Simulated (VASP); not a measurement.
Here is the system:

```
CELL_PARAMETERS angstrom
      0.00000     2.91388     2.91388
      2.91388     0.00000     2.91388
      2.91388     2.91388     0.00000
ATOMIC_POSITIONS crystal
  In 0.00000 0.00000 0.00000
  P  0.25000 0.25000 0.25000
```

These are LDA (Ceperley-Alder, Perdew-Zunger), VASP's LDA PAW potentials (set 64) (plane waves; VASP 6.6.1) values and carry that method's errors. Run with 400 eV cut-off, 14×14×14 Γ-centred mesh, Gaussian smearing of 0.010 eV, potentials In_d P.

The dielectric response may not be converged in the k-mesh; for small gaps it tends to come out too large.

Question: The job: InP (zinc blende), 2 atoms, LDA, DFPT for ε, Born charges and Γ modes, 400 eV, 14×14×14 Γ-centred mesh. Roughly how much core time does it take on a busy server core?

Answer: About 20 core-minutes (one run on a shared machine, a rough figure). It had 104 irreducible k-points, 13 bands, up to 934 plane waves and 195 electronic steps.

The compound is InP in the zinc blende structure. It was relaxed first.
